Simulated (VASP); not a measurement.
Data:

```xyz
2
Lattice="1.3694 -2.3719 0.0000 1.3694 2.3719 0.0000 0.0000 0.0000 4.3190" Properties=species:S:1:pos:R:3 pbc="T T T"
Os     1.3694     0.7906     1.0798
Os     1.3694    -0.7906     3.2393
```

These are vdW-DF-cx, VASP's PBE PAW potentials (set 64) (plane waves; VASP 6.6.1) values and carry that method's errors. Numerical set-up: 520 eV cut-off, Gaussian smearing of 0.050 eV, potentials Os.

Q: Give the energies of bands 1 to 11 at the high-symmetry points, in eV from the Fermi level.

A: 
```
band       Γ      M      K      A      L      H
----  ------  -----  -----  -----  -----  -----
1     -10.95  -7.22  -6.53  -8.51  -7.46  -5.85
2      -7.79  -7.03  -5.41  -8.51  -7.46  -5.85
3      -3.08  -6.45  -5.41  -3.57  -5.33  -4.96
4      -3.08  -3.58  -4.63  -3.57  -5.33  -4.96
5      -2.80  -2.92  -3.44  -3.28  -1.24  -3.44
6      -2.23  -2.57  -3.44  -3.28  -1.24  -3.44
7      -2.23  -1.89  -1.35  -3.28  -0.17  -1.38
8      -1.60   1.98   1.46  -3.28  -0.17  -1.38
9      -1.60   2.54   1.46   0.86   2.32   1.59
10      0.05   2.69   2.05   0.86   2.32   1.59
11      1.65   4.37   5.30   0.86   3.27   8.29
```

It has no gap at this level: it comes out as a metal or semimetal.

The compound is Os in the hcp structure. It was relaxed first.
